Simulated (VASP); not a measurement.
Calculation: PBE GGA, VASP's PBE PAW potentials (set 64) (plane waves; VASP).

The input files of a VASP run:

File POSCAR:
```
Cd31NaTe32
1
   13.2498873623     0.0000000000     0.0000000000
    0.0000000000    13.2498873623    -0.0000000000
   -0.0000000000    -0.0000000000    13.2498873623
Cd Te Na
31 32 1
Direct
  0.5000000000   0.0000000000   0.0000000000
  0.7500000000   0.2500000000   0.0000000000
  0.7500000000   0.0000000000   0.2500000000
  0.0000000000   0.0000000000   0.0000000000
  0.2500000000   0.2500000000   0.0000000000
  0.5000000000   0.5000000000   0.0000000000
  0.7500000000   0.7500000000   0.0000000000
  0.2500000000   0.0000000000   0.2500000000
  0.5000000000   0.2500000000   0.2500000000
  0.7500000000   0.5000000000   0.2500000000
  0.5000000000   0.0000000000   0.5000000000
  0.7500000000   0.2500000000   0.5000000000
  0.7500000000   0.0000000000   0.7500000000
  0.0000000000   0.5000000000   0.0000000000
  0.2500000000   0.7500000000   0.0000000000
  0.0000000000   0.2500000000   0.2500000000
  0.2500000000   0.5000000000   0.2500000000
  0.5000000000   0.7500000000   0.2500000000
  0.0000000000   0.0000000000   0.5000000000
  0.2500000000   0.2500000000   0.5000000000
  0.7500000000   0.7500000000   0.5000000000
  0.2500000000   0.0000000000   0.7500000000
  0.5000000000   0.2500000000   0.7500000000
  0.7500000000   0.5000000000   0.7500000000
  0.0000000000   0.7500000000   0.2500000000
  0.0000000000   0.5000000000   0.5000000000
  0.2500000000   0.7500000000   0.5000000000
  0.0000000000   0.2500000000   0.7500000000
  0.2500000000   0.5000000000   0.7500000000
  0.5000000000   0.7500000000   0.7500000000
  0.0000000000   0.7500000000   0.7500000000
  0.6250000000   0.1250000000   0.1250000000
  0.8750000000   0.3750000000   0.1250000000
  0.8750000000   0.1250000000   0.3750000000
  0.1250000000   0.1250000000   0.1250000000
  0.3750000000   0.3750000000   0.1250000000
  0.6250000000   0.6250000000   0.1250000000
  0.8750000000   0.8750000000   0.1250000000
  0.3750000000   0.1250000000   0.3750000000
  0.6253600000   0.3786060000   0.3780660000
  0.8750000000   0.6250000000   0.3750000000
  0.6250000000   0.1250000000   0.6250000000
  0.8750000000   0.3750000000   0.6250000000
  0.8750000000   0.1250000000   0.8750000000
  0.1250000000   0.6250000000   0.1250000000
  0.3750000000   0.8750000000   0.1250000000
  0.1250000000   0.3750000000   0.3750000000
  0.3758160000   0.6264730000   0.3753110000
  0.6250000000   0.8750000000   0.3750000000
  0.1250000000   0.1250000000   0.6250000000
  0.3759370000   0.3786140000   0.6262780000
  0.6231640000   0.6218400000   0.6263410000
  0.8750000000   0.8750000000   0.6250000000
  0.3750000000   0.1250000000   0.8750000000
  0.6250000000   0.3750000000   0.8750000000
  0.8750000000   0.6250000000   0.8750000000
  0.1250000000   0.8750000000   0.3750000000
  0.1250000000   0.6250000000   0.6250000000
  0.3750000000   0.8750000000   0.6250000000
  0.1250000000   0.3750000000   0.8750000000
  0.3750000000   0.6250000000   0.8750000000
  0.6250000000   0.8750000000   0.8750000000
  0.1250000000   0.8750000000   0.8750000000
  0.4995900000   0.4978740000   0.5029760000
```

KPOINTS:
```
Automatic mesh
0
G
 1 1 1
```

**INCAR**
```
SYSTEM = Cd31NaTe32
PREC = Normal; ENCUT = 400; LREAL = Auto
LASPH = T; ISYM = 0; NELECT = 572.0
EDIFF = 1E-5; NELM = 100; NELMIN = 4
ALGO = Fast; LMAXMIX = 4
ISMEAR = 0; SIGMA = 0.05
GGA = PE
IBRION = 2; NSW = 60; ISIF = 2
EDIFFG = -0.03
LWAVE = F; LCHARG = F
```

POTCAR, in this order: Cd Te Na_pv (PBE.64 set). Program: vasp_gam.

The resulting files:

File OSZICAR:
```
...
RMM:   2    -0.150388453052E+03   -0.35732E-01   -0.44673E-01   686   0.100E+00    0.332E-01
RMM:   3    -0.150394026885E+03   -0.55738E-02   -0.70491E-02   751   0.406E-01    0.417E-01
RMM:   4    -0.150393806229E+03    0.22066E-03   -0.84630E-03   756   0.153E-01    0.277E-01
RMM:   5    -0.150393538824E+03    0.26740E-03   -0.31103E-03   687   0.816E-02    0.583E-02
RMM:   6    -0.150393570157E+03   -0.31333E-04   -0.56224E-04   859   0.365E-02    0.442E-02
RMM:   7    -0.150393561424E+03    0.87325E-05   -0.16324E-04   637   0.196E-02    0.223E-02
RMM:   8    -0.150393568267E+03   -0.68424E-05   -0.39755E-05   522   0.111E-02
   3 F= -.15039357E+03 E0= -.15039357E+03  d E =-.211712E+00
       N       E                     dE             d eps       ncg     rms          rms(c)
DAV:   1    -0.150394483070E+03   -0.92165E-03   -0.49896E+00   732   0.331E+00    0.578E-01
RMM:   2    -0.150398400946E+03   -0.39179E-02   -0.48933E-02   686   0.333E-01    0.115E-01
RMM:   3    -0.150398993527E+03   -0.59258E-03   -0.75657E-03   747   0.136E-01    0.125E-01
RMM:   4    -0.150398978839E+03    0.14688E-04   -0.12317E-03   748   0.543E-02    0.781E-02
RMM:   5    -0.150398967979E+03    0.10860E-04   -0.30160E-04   667   0.263E-02    0.163E-02
RMM:   6    -0.150398972584E+03   -0.46050E-05   -0.63321E-05   614   0.123E-02
   4 F= -.15039897E+03 E0= -.15039897E+03  d E =-.217117E+00
       N       E                     dE             d eps       ncg     rms          rms(c)
DAV:   1    -0.150408587103E+03   -0.96191E-02   -0.43418E+00   716   0.327E+00    0.470E-01
RMM:   2    -0.150411820065E+03   -0.32330E-02   -0.39615E-02   686   0.331E-01    0.110E-01
RMM:   3    -0.150412282343E+03   -0.46228E-03   -0.56981E-03   727   0.131E-01    0.109E-01
RMM:   4    -0.150412293961E+03   -0.11619E-04   -0.98357E-04   735   0.531E-02    0.666E-02
RMM:   5    -0.150412300323E+03   -0.63616E-05   -0.23189E-04   705   0.262E-02    0.151E-02
RMM:   6    -0.150412305136E+03   -0.48129E-05   -0.54079E-05   584   0.123E-02
   5 F= -.15041231E+03 E0= -.15041231E+03  d E =-.133326E-01
       N       E                     dE             d eps       ncg     rms          rms(c)
DAV:   1    -0.150414735291E+03   -0.24350E-02   -0.63738E+00   708   0.396E+00    0.563E-01
RMM:   2    -0.150419484704E+03   -0.47494E-02   -0.57996E-02   686   0.400E-01    0.132E-01
RMM:   3    -0.150420158339E+03   -0.67364E-03   -0.83416E-03   727   0.158E-01    0.133E-01
RMM:   4    -0.150420173443E+03   -0.15104E-04   -0.14328E-03   729   0.633E-02    0.818E-02
RMM:   5    -0.150420182428E+03   -0.89846E-05   -0.34587E-04   713   0.315E-02    0.183E-02
RMM:   6    -0.150420189584E+03   -0.71566E-05   -0.79067E-05   635   0.144E-02
   6 F= -.15042019E+03 E0= -.15042019E+03  d E =-.212170E-01
       N       E                     dE             d eps       ncg     rms          rms(c)
DAV:   1    -0.150420192624E+03   -0.10197E-04   -0.53083E-01   740   0.114E+00    0.160E-01
RMM:   2    -0.150420594469E+03   -0.40184E-03   -0.48595E-03   686   0.116E-01    0.382E-02
RMM:   3    -0.150420650506E+03   -0.56037E-04   -0.70142E-04   729   0.466E-02    0.406E-02
RMM:   4    -0.150420651839E+03   -0.13328E-05   -0.12662E-04   685   0.204E-02    0.229E-02
RMM:   5    -0.150420653250E+03   -0.14109E-05   -0.38230E-05   484   0.108E-02
   7 F= -.15042065E+03 E0= -.15042065E+03  d E =-.216807E-01
       N       E                     dE             d eps       ncg     rms          rms(c)
DAV:   1    -0.150422996765E+03   -0.23449E-02   -0.29201E+00   700   0.264E+00    0.298E-01
RMM:   2    -0.150424658141E+03   -0.16614E-02   -0.19506E-02   687   0.244E-01    0.710E-02
RMM:   3    -0.150424912264E+03   -0.25412E-03   -0.28407E-03   716   0.958E-02    0.717E-02
RMM:   4    -0.150424920141E+03   -0.78773E-05   -0.44607E-04   726   0.382E-02    0.437E-02
RMM:   5    -0.150424924265E+03   -0.41234E-05   -0.11180E-04   665   0.192E-02    0.106E-02
RMM:   6    -0.150424925900E+03   -0.16357E-05   -0.23084E-05   439   0.934E-03
   8 F= -.15042493E+03 E0= -.15042493E+03  d E =-.427265E-02
       N       E                     dE             d eps       ncg     rms          rms(c)
DAV:   1    -0.150425708321E+03   -0.78406E-03   -0.22602E+00   716   0.232E+00    0.256E-01
RMM:   2    -0.150426999144E+03   -0.12908E-02   -0.15057E-02   687   0.215E-01    0.617E-02
RMM:   3    -0.150427195089E+03   -0.19594E-03   -0.21876E-03   724   0.840E-02    0.652E-02
RMM:   4    -0.150427199898E+03   -0.48086E-05   -0.33886E-04   725   0.331E-02    0.386E-02
RMM:   5    -0.150427203167E+03   -0.32693E-05   -0.87062E-05   631   0.169E-02
   9 F= -.15042720E+03 E0= -.15042720E+03  d E =-.654992E-02
       N       E                     dE             d eps       ncg     rms          rms(c)
DAV:   1    -0.150421238322E+03    0.59616E-02   -0.90460E+00   700   0.465E+00    0.518E-01
RMM:   2    -0.150426389431E+03   -0.51511E-02   -0.60532E-02   687   0.431E-01    0.124E-01
RMM:   3    -0.150427184172E+03   -0.79474E-03   -0.88214E-03   712   0.168E-01    0.128E-01
RMM:   4    -0.150427213932E+03   -0.29759E-04   -0.13974E-03   730   0.664E-02    0.808E-02
RMM:   5    -0.150427223002E+03   -0.90703E-05   -0.32377E-04   702   0.323E-02    0.191E-02
RMM:   6    -0.150427229982E+03   -0.69804E-05   -0.79275E-05   641   0.150E-02
  10 F= -.15042723E+03 E0= -.15042723E+03  d E =-.657673E-02
       N       E                     dE             d eps       ncg     rms          rms(c)
DAV:   1    -0.150425790598E+03    0.14324E-02   -0.32530E+00   700   0.279E+00    0.317E-01
RMM:   2    -0.150427615069E+03   -0.18245E-02   -0.21623E-02   687   0.257E-01    0.756E-02
RMM:   3    -0.150427896826E+03   -0.28176E-03   -0.31644E-03   712   0.101E-01    0.715E-02
RMM:   4    -0.150427906247E+03   -0.94213E-05   -0.49543E-04   723   0.411E-02    0.441E-02
RMM:   5    -0.150427909575E+03   -0.33278E-05   -0.12321E-04   675   0.205E-02    0.111E-02
RMM:   6    -0.150427911237E+03   -0.16629E-05   -0.27384E-05   454   0.100E-02
  11 F= -.15042791E+03 E0= -.15042791E+03  d E =-.725799E-02
       N       E                     dE             d eps       ncg     rms          rms(c)
DAV:   1    -0.150427619555E+03    0.29002E-03   -0.41775E-01   700   0.999E-01    0.115E-01
RMM:   2    -0.150427852879E+03   -0.23332E-03   -0.27812E-03   686   0.927E-02    0.275E-02
RMM:   3    -0.150427889243E+03   -0.36364E-04   -0.41622E-04   739   0.378E-02    0.248E-02
RMM:   4    -0.150427891570E+03   -0.23266E-05   -0.78882E-05   676   0.171E-02
  12 F= -.15042789E+03 E0= -.15042789E+03  d E =-.723832E-02
       N       E                     dE             d eps       ncg     rms          rms(c)
DAV:   1    -0.150427823976E+03    0.65267E-04   -0.16611E-01   700   0.629E-01    0.729E-02
RMM:   2    -0.150427918268E+03   -0.94292E-04   -0.11019E-03   686   0.589E-02    0.165E-02
RMM:   3    -0.150427932963E+03   -0.14695E-04   -0.17391E-04   752   0.243E-02    0.154E-02
RMM:   4    -0.150427932729E+03    0.23440E-06   -0.28491E-05   452   0.102E-02
  13 F= -.15042793E+03 E0= -.15042793E+03  d E =-.727948E-02
       N       E                     dE             d eps       ncg     rms          rms(c)
DAV:   1    -0.150427672522E+03    0.26044E-03   -0.32612E+00   700   0.287E+00    0.324E-01
RMM:   2    -0.150429548001E+03   -0.18755E-02   -0.21695E-02   686   0.266E-01    0.735E-02
RMM:   3    -0.150429837532E+03   -0.28953E-03   -0.31443E-03   714   0.105E-01    0.693E-02
RMM:   4    -0.150429851518E+03   -0.13986E-04   -0.48757E-04   740   0.420E-02    0.454E-02
RMM:   5    -0.150429853742E+03   -0.22238E-05   -0.11680E-04   667   0.205E-02    0.102E-02
RMM:   6    -0.150429855883E+03   -0.21410E-05   -0.27716E-05   444   0.984E-03
  14 F= -.15042986E+03 E0= -.15042986E+03  d E =-.192315E-02
```

OUTCAR:
```
------------------------ aborting loop because EDIFF is reached ----------------------------------------
  FORCE on cell =-STRESS in cart. coord.  units (eV):
  Direction    XX          YY          ZZ          XY          YZ          ZX
  --------------------------------------------------------------------------------------
  Total        7.9445554      7.9309651      7.9658475      0.0100492     -0.0115609      0.0485365
  in kB        5.4719689      5.4626084      5.4866343      0.0069216     -0.0079628      0.0334304
  external PRESSURE =       5.4737372 kB  Pullay stress =       0.0000000 kB
  volume of cell :     2326.14
      direct lattice vectors                 reciprocal lattice vectors
    13.249887362  0.000000000  0.000000000     0.075472340  0.000000000  0.000000000
     0.000000000 13.249887362  0.000000000     0.000000000  0.075472340  0.000000000
     0.000000000  0.000000000 13.249887362     0.000000000  0.000000000  0.075472340
  FREE ENERGIE OF THE ION-ELECTRON SYSTEM (eV)
  ---------------------------------------------------
  free  energy   TOTEN  =      -150.4298558829 eV

  energy  without entropy=     -150.4298558829  energy(sigma->0) =     -150.42985588

 reached required accuracy - stopping structural energy minimisation
```
(Selected blocks of OUTCAR.)

File CONTCAR:
```
Cd31NaTe32
   1.00000000000000
    13.2498873623000009    0.0000000000000000    0.0000000000000000
     0.0000000000000000   13.2498873623000009    0.0000000000000000
     0.0000000000000000    0.0000000000000000   13.2498873623000009
  Cd              Te              Na
    31    32     1
Direct
     0.5000504248864940    0.0002251068921761    0.0001049706308538
     0.7497786481520190    0.2501161143800421    0.0004293659418271
     0.7496091659499687    0.0003195123916036    0.2503713286279802
     0.0000022982169658    0.0000001029290064    0.9999991511205136
     0.2504228783603319    0.2504028044419905    0.9999005893677616
     0.4999286348921302    0.4998767148507896    0.0001839051374826
     0.7497114703993374    0.7497440856741928    0.9996007531134121
     0.2504238959303275    0.9999407318563014    0.2504496568606488
     0.5027745439600955    0.2503270951024619    0.2503408313752417
     0.7502519046914478    0.4979505770589235    0.2499699541815461
     0.4999126776137041    0.0000779640750149    0.4998822132299838
     0.7500746030891331    0.2500485713776581    0.4977266874549331
     0.7496629843304345    0.9996809288246374    0.7496138730822025
     0.9999283191209134    0.5000742938581759    0.0002526214655660
     0.2501665029234100    0.7499000911421586    0.0004916276840094
     0.9998388239233851    0.2504100307416470    0.2503861708328744
     0.2501086528447773    0.5026616396498772    0.2500314146702580
     0.4978712976947884    0.7502245347612392    0.2499652017902269
     0.9998467696101100    0.0000302704084894    0.5000948885405988
     0.2499508340588860    0.2499494321743061    0.5025397857875256
     0.7498370891956644    0.7498011719921100    0.5027626671643867
     0.2502946297133922    0.0003439734679053    0.7496805537244282
     0.4978720650945582    0.2498190409935539    0.7503643982013284
     0.7502622026341078    0.5021072527781973    0.7503606992097999
     0.0003583818727484    0.7497555944594028    0.2503598393545232
     0.0000072489221665    0.4999390882871898    0.4998326005860852
     0.2500393714313000    0.7501533163452696    0.4976130742770991
     0.0004262764824622    0.2501986208486793    0.7497949694634690
     0.2495765289803374    0.4981768776778092    0.7503994435059900
     0.5023104536363225    0.7501079420609570    0.7502563800830176
     0.9995583865724857    0.7498494048217593    0.7496933612272108
     0.6250168481351480    0.1239532768008758    0.1241006540085174
     0.8761487262865013    0.3749464536423308    0.1239752479053404
     0.8761673074999045    0.1238881129865375    0.3749720429860810
     0.1250707653632650    0.1250773858065216    0.1250988661442734
     0.3749233165240802    0.3748367312533100    0.1256794770843387
     0.6251599825229438    0.6251963499398182    0.1252815248137527
     0.8749254244441967    0.8749918937690336    0.1250809328738561
     0.3749533070592440    0.1256490534779152    0.3748994742163229
     0.6295695357603336    0.3710903670901176    0.3709487660431814
     0.8746588779097583    0.6253143653485036    0.3749867537854216
     0.6251279840317263    0.1253976006330215    0.6251114281073036
     0.8748405411791979    0.3747945886950978    0.6251890925701694
     0.8749299785931887    0.1249907003983122    0.8749325214170434
     0.1238192590121575    0.6250595599528179    0.1239964672604133
     0.3750203391377429    0.8763409478060797    0.1239576244250416
     0.1255810666984449    0.3749017401643651    0.3748526070650544
     0.3707996649090161    0.6295682145100464    0.3706821030369412
     0.6252276782050579    0.8745987228463542    0.3750108634968265
     0.1237974872152379    0.1237633468738254    0.6250631117487266
     0.3699430664584860    0.3704225233549466    0.6305238093706631
     0.6292768558950826    0.6290640344221442    0.6298837925884787
     0.8760066535747471    0.8761290328972746    0.6250551776977388
     0.3749043622207968    0.1237903002657263    0.8762629361009227
     0.6252050519815971    0.3747622846671283    0.8749470597185108
     0.8762742140203250    0.6250965771507521    0.8762734959310093
     0.1238510569895262    0.8762976389076599    0.3749984774492709
     0.1251810406328731    0.6253257647963443    0.6250744698735503
     0.3748772039046795    0.8746835520075487    0.6251684193705372
     0.1236583838248593    0.3749245057895128    0.8764891738196577
     0.3748191886971969    0.6252776205483974    0.8749658569038186
     0.6250570149744538    0.8763156867608342    0.8762540694393960
     0.1250428006558690    0.8750051374333417    0.8749295565363260
     0.4991740504981592    0.4997400426799747    0.5008731685187233
```

The cell is charged, with a uniform compensating background. The supercell is sampled at Γ alone, which is coarse: total energies, pressure and levels can be off, energies of defects by several tenths of an eV.

The cell is a supercell with a defect, built from CdTe (zinc blende): Na_Cd, charge -1. The run is not spin-polarised, so no state with unpaired spins was tried.
